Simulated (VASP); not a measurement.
Output of a VASP run:

File OUTCAR:
```
 ion  position               nearest neighbor table
   1  0.000  0.000  0.000-   3 2.90   4 2.90   5 2.90   3 2.90   4 2.90   4 2.90   5 2.90   4 2.90
                             3 2.90   5 2.90   3 2.90   5 2.90   2 3.55   2 3.55   2 3.55   2 3.55
   2  0.500  0.500  0.500-   3 2.05   4 2.05   5 2.05   5 2.05   3 2.05   4 2.05   1 3.55   1 3.55
                             1 3.55   1 3.55   1 3.55   1 3.55   1 3.55   1 3.55
   3  0.500  0.000  0.500-   2 2.05   2 2.05   1 2.90   1 2.90   1 2.90   1 2.90
   4  0.000  0.500  0.500-   2 2.05   2 2.05   1 2.90   1 2.90   1 2.90   1 2.90
   5  0.500  0.500  0.000-   2 2.05   2 2.05   1 2.90   1 2.90   1 2.90   1 2.90
  LATTYP: Found a simple cubic cell.
 ALAT       =     4.0999440000
 Subroutine PRICEL returns:
 Original cell was already a primitive cell.
 Subroutine GETGRP returns: Found 48 space group operations
The static configuration has the point symmetry O_h .
The dynamic configuration has the point symmetry O_h .
 Subroutine INISYM returns: Found 48 space group operations
 Subroutine IBZKPT returns following result:
 Found     20 irreducible k-points:

 Following reciprocal coordinates:
            Coordinates               Weight
  0.000000  0.000000  0.000000      1.000000
  0.166667  0.000000  0.000000      6.000000
  0.333333  0.000000  0.000000      6.000000
  0.500000  0.000000  0.000000      3.000000
  0.166667  0.166667  0.000000     12.000000
  0.333333  0.166667  0.000000     24.000000
  0.500000  0.166667  0.000000     12.000000
  0.333333  0.333333  0.000000     12.000000
  0.500000  0.333333  0.000000     12.000000
  0.500000  0.500000  0.000000      3.000000
  0.166667  0.166667  0.166667      8.000000
  0.333333  0.166667  0.166667     24.000000
  0.500000  0.166667  0.166667     12.000000
  0.333333  0.333333  0.166667     24.000000
  0.500000  0.333333  0.166667     24.000000
  0.500000  0.500000  0.166667      6.000000
  0.333333  0.333333  0.333333      8.000000
  0.500000  0.333333  0.333333     12.000000
  0.500000  0.500000  0.333333      6.000000
  0.500000  0.500000  0.500000      1.000000
   k-points           NKPTS =     20   k-points in BZ     NKDIM =     20   number of bands    NBANDS=     23
   number of dos      NEDOS =    301   number of ions     NIONS =      5
   total plane-waves  NPLWV =  27000
   dimension x,y,z NGX =    30 NGY =   30 NGZ =   30
   dimension x,y,z NGXF=    60 NGYF=   60 NGZF=   60
   ions per type =               1   1   3
   PREC   = accura    normal or accurate (medium, high low for compatibility)
   ISTART =      0    job   : 0-new  1-cont  2-samecut
   ICHARG =      2    charge: 1-file 2-atom 10-const
   ISPIN  =      1    spin polarized calculation?
   LNONCOLLINEAR =      F non collinear calculations
   LSORBIT =      F    spin-orbit coupling
   INIWAV =      1    electr: 0-lowe 1-rand  2-diag
   ENCUT  =  520.0 eV  38.22 Ry    6.18 a.u.   7.62  7.62  7.62*2*pi/ulx,y,z
   NELM   =    100;   NELMIN=  2; NELMDL= -5     # of ELM steps
   EDIFF  = 0.1E-05   stopping-criterion for ELM
   LREAL  =      F    real-space projection
   NLSPLINE    = F    spline interpolate recip. space projectors
   LMAXMIX     =    6 max onsite mixed and CHGCAR
   VOSKOWN=      0    Vosko Wilk Nusair interpolation
   EDIFFG = 0.1E-04   stopping-criterion for IOM
   NSW    =      0    number of steps for IOM
   NBLOCK =      1;   KBLOCK =      1    inner block; outer block
   IBRION =     -1    ionic relax: 0-MD 1-quasi-New 2-CG
   NFREE  =      0    steps in history (QN), initial steepest desc. (CG)
   ISIF   =      2    stress and relaxation
   ISYM   =      2    0-nonsym 1-usesym 2-fastsym
   TEIN   =    0.0    initial temperature
   TEBEG  =    0.0;   TEEND  =   0.0 temperature during run
   SMASS  =  -3.00    Nose mass-parameter (am)
   PSTRESS=    0.0 pullay stress
   NELECT =      38.0000    total number of electrons
   EFERMI =   0.00;   METHOD = LEGACY
   ISMEAR =     0;   SIGMA  =   0.02  broadening in eV -4-tet -1-fermi 0-gaus
   IALGO  =     38    algorithm
   LDIAG  =      T    sub-space diagonalisation (order eigenvalues)
   IMIX   =      4    mixing-type and parameters
     AMIX     =   0.40;   BMIX     =  1.00
     AMIX_MAG =   1.60;   BMIX_MAG =  1.00
...
```

OSZICAR:
```
       N       E                     dE             d eps       ncg     rms          rms(c)
DAV:   1     0.230744556284E+03    0.23074E+03   -0.21698E+04   920   0.162E+03
DAV:   2    -0.388137830971E+02   -0.26956E+03   -0.26439E+03  1197   0.352E+02
DAV:   3    -0.500654915789E+02   -0.11252E+02   -0.11232E+02  1215   0.719E+01
DAV:   4    -0.502679223253E+02   -0.20243E+00   -0.20239E+00  1353   0.843E+00
DAV:   5    -0.502697344174E+02   -0.18121E-02   -0.18118E-02  1230   0.668E-01    0.671E+01
DAV:   6    -0.434099027898E+02    0.68598E+01   -0.40562E+01  1060   0.390E+01    0.575E+01
DAV:   7    -0.433609195330E+02    0.48983E-01   -0.23247E+00  1213   0.102E+01    0.339E+01
DAV:   8    -0.433573912950E+02    0.35282E-02   -0.22749E-01  1181   0.414E+00    0.480E+00
DAV:   9    -0.433447037201E+02    0.12688E-01   -0.96360E-02  1081   0.189E+00    0.163E+00
DAV:  10    -0.433442147262E+02    0.48899E-03   -0.10704E-02  1179   0.698E-01    0.382E-01
DAV:  11    -0.433441292656E+02    0.85461E-04   -0.69254E-04  1137   0.187E-01    0.110E-01
DAV:  12    -0.433441580565E+02   -0.28791E-04   -0.73270E-05  1266   0.603E-02    0.176E-01
DAV:  13    -0.433441619788E+02   -0.39223E-05   -0.85258E-06  1182   0.219E-02    0.155E-02
DAV:  14    -0.433441619665E+02    0.12265E-07   -0.70955E-07   831   0.620E-03
   1 F= -.43344162E+02 E0= -.43344162E+02  d E =-.143026E-34
```

**OUTCAR**
```
------------------------ aborting loop because EDIFF is reached ----------------------------------------
  FORCE on cell =-STRESS in cart. coord.  units (eV):
  Direction    XX          YY          ZZ          XY          YZ          ZX
  --------------------------------------------------------------------------------------
  Total        5.8907059      5.8907059      5.8907059     -0.0000000      0.0000000     -0.0000000
  in kB      136.9443584    136.9443584    136.9443584     -0.0000000      0.0000000     -0.0000000
  external PRESSURE =     136.9443584 kB  Pullay stress =       0.0000000 kB
  volume of cell :       68.92
      direct lattice vectors                 reciprocal lattice vectors
     4.099944000  0.000000000  0.000000000     0.243905770  0.000000000  0.000000000
     0.000000000  4.099944000  0.000000000     0.000000000  0.243905770  0.000000000
     0.000000000  0.000000000  4.099944000     0.000000000  0.000000000  0.243905770
 POSITION                                       TOTAL-FORCE (eV/Angst)
 -----------------------------------------------------------------------------------
      0.00000      0.00000      0.00000         0.000000      0.000000      0.000000
      2.04997      2.04997      2.04997         0.000000      0.000000      0.000000
      2.04997      0.00000      2.04997         0.000000      0.000000      0.000000
      0.00000      2.04997      2.04997         0.000000      0.000000      0.000000
      2.04997      2.04997      0.00000         0.000000      0.000000      0.000000
 -----------------------------------------------------------------------------------
    total drift:                                0.000000      0.000000     -0.000000
  FREE ENERGIE OF THE ION-ELECTRON SYSTEM (eV)
  ---------------------------------------------------
  free  energy   TOTEN  =       -43.3441619665 eV

  energy  without entropy=      -43.3441619665  energy(sigma->0) =      -43.34416197
```
(Selected blocks of OUTCAR.)

POSCAR:
```
BaHfO3
1
    4.0999440000     0.0000000000     0.0000000000
    0.0000000000     4.0999440000     0.0000000000
    0.0000000000     0.0000000000     4.0999440000
Ba Hf O
1 1 3
Direct
  0.0000000000   0.0000000000   0.0000000000
  0.5000000000   0.5000000000   0.5000000000
  0.5000000000   0.0000000000   0.5000000000
  0.0000000000   0.5000000000   0.5000000000
  0.5000000000   0.5000000000   0.0000000000
```

**Question.** Reconstruct the remaining input files.

**Answer.** Several could match; the one computed here: the input of the run itself, PBE GGA, plane waves, VASP's PBE PAW potentials (set 64).

**INCAR**
```
# general
SYSTEM  = BaHfO3
PREC    = Accurate
ENCUT   = 520
LREAL   = .False.
LASPH   = .True.   # aspherical one-centre terms

# electronic loop
EDIFF   = 1E-6   # SCF stop (eV)
NELM    = 100   # most electronic steps
ALGO    = Normal   # blocked Davidson
LMAXMIX = 6   # l cut-off of mixed one-centre charges

# smearing
ISMEAR  = 0   # Gaussian
SIGMA   = 0.02

# functional
GGA     = PE

# ions
ISIF    = 2   # forces and stress, cell fixed

# output
LWAVE   = .False.
LCHARG  = .False.
```

**KPOINTS**
```
Regular mesh
0
G
  6 6 6
```

POTCAR, in this order: Ba_sv Hf_pv O (PBE.64 set). Program: vasp_std.

The structure is a typed BaHfO3 crystal. The cell was not relaxed at this level. The run is one of a series of settings (ENCUT = 520 against the base run), some of them coarse on purpose.
